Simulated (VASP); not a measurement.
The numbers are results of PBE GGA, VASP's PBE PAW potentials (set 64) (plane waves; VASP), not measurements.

The input files of a VASP run:

### INCAR
```
SYSTEM = AuAl2
PREC = Normal
ENCUT = 400
EDIFF = 1E-5
NELM = 100
ALGO = Fast
LREAL = .FALSE.
LASPH = .TRUE.
ISMEAR = 1
SIGMA = 0.1
GGA = PE
LMAXMIX = 6
LWAVE = .FALSE.
LCHARG = .FALSE.
NELMIN = 4
IBRION = 2
ISIF = 2
NSW = 20
EDIFFG = -0.03
```

**POSCAR**
```
AuAl2
1
    0.0000000000     3.0282213874     3.0282213874
    3.0282213874     0.0000000000     3.0282213874
    3.0282213874     3.0282213874     0.0000000000
Al Au
2 1
Direct
  0.2500000000   0.2500000000   0.2500000000
  0.7500000000   0.7500000000   0.7500000000
  0.0000000000   0.0000000000   0.0000000000
```

KPOINTS:
```
Automatic
0
G
  12 12 12
```

POTCAR, in this order: Al Au (PBE.64 set). Program: vasp_std.

The run wrote:

### OSZICAR
```
       N       E                     dE             d eps       ncg     rms          rms(c)
DAV:   1     0.493457367662E+02    0.49346E+02   -0.60047E+03  1784   0.935E+02
DAV:   2    -0.115830729552E+02   -0.60929E+02   -0.56353E+02  1984   0.178E+02
DAV:   3    -0.132440050260E+02   -0.16609E+01   -0.16445E+01  2168   0.292E+01
DAV:   4    -0.132569121569E+02   -0.12907E-01   -0.12903E-01  1940   0.309E+00
DAV:   5    -0.132571154642E+02   -0.20331E-03   -0.20329E-03  2204   0.403E-01    0.879E+00
RMM:   6    -0.121019409648E+02    0.11552E+01   -0.60026E+00  1728   0.187E+01    0.359E+00
RMM:   7    -0.120469548012E+02    0.54986E-01   -0.26549E-01  1728   0.399E+00    0.194E+00
RMM:   8    -0.120226066235E+02    0.24348E-01   -0.57390E-02  1728   0.182E+00    0.290E-01
RMM:   9    -0.120213249781E+02    0.12816E-02   -0.14108E-02  1738   0.956E-01    0.237E-01
RMM:  10    -0.120216726716E+02   -0.34769E-03   -0.22041E-03  1764   0.358E-01    0.139E-01
RMM:  11    -0.120217553104E+02   -0.82639E-04   -0.14582E-03  1728   0.266E-01    0.621E-02
RMM:  12    -0.120216892931E+02    0.66017E-04   -0.28264E-04  1730   0.135E-01    0.118E-02
RMM:  13    -0.120216910666E+02   -0.17735E-05   -0.54412E-05  1381   0.569E-02
   1 F= -.12021691E+02 E0= -.12021598E+02  d E =-.120217E+02
```

OUTCAR:
```
------------------------ aborting loop because EDIFF is reached ----------------------------------------
  FORCE on cell =-STRESS in cart. coord.  units (eV):
  Direction    XX          YY          ZZ          XY          YZ          ZX
  --------------------------------------------------------------------------------------
  Total        0.0196071      0.0196071      0.0196071     -0.0000000     -0.0000000     -0.0000000
  in kB        0.5656288      0.5656288      0.5656288     -0.0000000     -0.0000000     -0.0000000
  external PRESSURE =       0.5656288 kB  Pullay stress =       0.0000000 kB
  volume of cell :       55.54
      direct lattice vectors                 reciprocal lattice vectors
     0.000000000  3.028221387  3.028221387    -0.165113423  0.165113423  0.165113423
     3.028221387  0.000000000  3.028221387     0.165113423 -0.165113423  0.165113423
     3.028221387  3.028221387  0.000000000     0.165113423  0.165113423 -0.165113423
 POSITION                                       TOTAL-FORCE (eV/Angst)
 -----------------------------------------------------------------------------------
      1.51411      1.51411      1.51411        -0.000000     -0.000000      0.000000
      4.54233      4.54233      4.54233         0.000000      0.000000     -0.000000
      0.00000      0.00000      0.00000         0.000000      0.000000     -0.000000
 -----------------------------------------------------------------------------------
    total drift:                               -0.000000      0.000000      0.000000
  FREE ENERGIE OF THE ION-ELECTRON SYSTEM (eV)
  ---------------------------------------------------
  free  energy   TOTEN  =       -12.0216910666 eV

  energy  without entropy=      -12.0214116141  energy(sigma->0) =      -12.02159792

 reached required accuracy - stopping structural energy minimisation
```
(Selected blocks of OUTCAR.)

**OUTCAR**
```
 val. band max:        7.4637562597   @ k =   0.5000   0.1667   0.0833

 cond. band min:       7.5001825509   @ k =  -0.2500   0.0833   0.0000


 Fermi energy:         7.4760766710

 k-point     1 :       0.0000    0.0000    0.0000
  band No.  band energies     occupation
      1      -2.8727      2.00000
      2       1.0288      2.00000
      3       1.0288      2.00000
      4       1.0288      2.00000
      5       1.9561      2.00000
      6       1.9561      2.00000
      7       9.5170      0.00000
      8      10.4267      0.00000
      9      10.4267      0.00000
     10      10.4268      0.00000
     11      11.2602      0.00000
     12      11.2602      0.00000

 k-point     2 :       0.0833    0.0000    0.0000
  band No.  band energies     occupation
      1      -2.7834      2.00000
      2       0.9980      2.00000
      3       1.0513      2.00000
      4       1.0513      2.00000
      5       1.9512      2.00000
      6       1.9512      2.00000
      7       8.8575     -0.00000
      8       9.7602      0.00000
      9      10.0185      0.00000
     10      10.0185      0.00000
     11      11.6971      0.00000
     12      11.6995      0.00000

 k-point     3 :       0.1667    0.0000    0.0000
  band No.  band energies     occupation
      1      -2.5203      2.00000
      2       0.9203      2.00000
      3       1.1099      2.00000
      4       1.1099      2.00000
      5       1.9442      2.00000
      6       1.9442      2.00000
      7       7.1406      2.00002
      8       9.4022     -0.00000
      9       9.4022     -0.00000
     10       9.8870      0.00000
     11      12.0490      0.00000
     12      12.3833      0.00000

 k-point     4 :       0.2500    0.0000    0.0000
  band No.  band energies     occupation
      1      -2.1015      2.00000
      2       0.8350      2.00000
      3       1.1802      2.00000
      4       1.1802      2.00000
      5       1.9537      2.00000
      6       1.9537      2.00000
...
```

Unless said otherwise, spin-orbit coupling is left out, though it shifts the bands of the heavy elements here.

The compound is AuAl2 in the fluorite structure. It was relaxed first. The electron count is odd and the run is not spin-polarised, which forces a metal.
